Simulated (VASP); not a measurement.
A convergence study with VASP on TiB2 (AlB2 type): one setting is varied, all else stays as given below, so the limit is that of these other settings.

```xyz
3
Lattice="1.5150 -2.6241 0.0000 1.5150 2.6241 0.0000 0.0000 0.0000 3.2300" Properties=species:S:1:pos:R:3 pbc="T T T"
Ti     0.0000     0.0000     0.0000
B      1.5150     0.8747     1.6150
B      1.5150    -0.8747     1.6150
```

The numbers are results of PBE GGA, VASP's PBE PAW potentials (set 64) (plane waves; VASP 6.6.1), not measurements. The tightest run used: 700 eV cut-off, 17×17×14 Monkhorst-Pack mesh, first-order Methfessel-Paxton smearing of 0.10 eV, potentials Ti_sv B.

The reference is 17×17×14 mesh, which took about 60 core-seconds. Costs are core time on shared hosts, one run each; read them as rough ratios.

Q: Of the settings 1×1×1 mesh; 2×2×2 mesh; 3×3×3 mesh; 4×4×3 mesh; 5×5×4 mesh; 6×6×5 mesh; 7×7×6 mesh; 8×8×7 mesh; 9×9×8 mesh; 10×10×8 mesh; 11×11×9 mesh; 12×12×10 mesh; 13×13×11 mesh; 14×14×12 mesh; 15×15×13 mesh; 16×16×14 mesh; 17×17×14 mesh, which is the lowest that keeps the difference from the reference in the stress, largest component (GPa) within 0.5 from there on, and what does it cost?

A: 8×8×7 mesh; its cost over the reference is about 1/3.
| setting | difference in the stress, largest component (GPa) | cost over the reference |
|---|---|---|
| 1×1×1 mesh | 33.53 | about 1/9 |
| 2×2×2 mesh | 4.11 | about 1/9 |
| 3×3×3 mesh | 4.80 | about 1/8 |
| 4×4×3 mesh | 2.64 | about 1/7 |
| 5×5×4 mesh | 1.86 | about 1/7 |
| 6×6×5 mesh | 0.71 | about 1/4 |
| 7×7×6 mesh | 1.70 | about 1/5 |
| 8×8×7 mesh | 0.16 | about 1/3 |
| 9×9×8 mesh | 0.08 | about 1/3 |
| 10×10×8 mesh | 0.03 | within a factor of 2 |
| 11×11×9 mesh | 0.09 | about 1/3 |
| 12×12×10 mesh | 0.11 | within a factor of 2 |
| 13×13×11 mesh | 0.16 | within a factor of 2 |
| 14×14×12 mesh | 0.08 | within a factor of 2 |
| 15×15×13 mesh | 0.04 | within a factor of 2 |
| 16×16×14 mesh | 0.11 | within a factor of 2 |
| 17×17×14 mesh | 0.00 | reference |

Left out are rungs that failed or repeat a setting and relaxations that didn't move; long series are thinned to 24 rows.

The compound is TiB2 in the AlB2 type structure. The cell was not relaxed at this level.
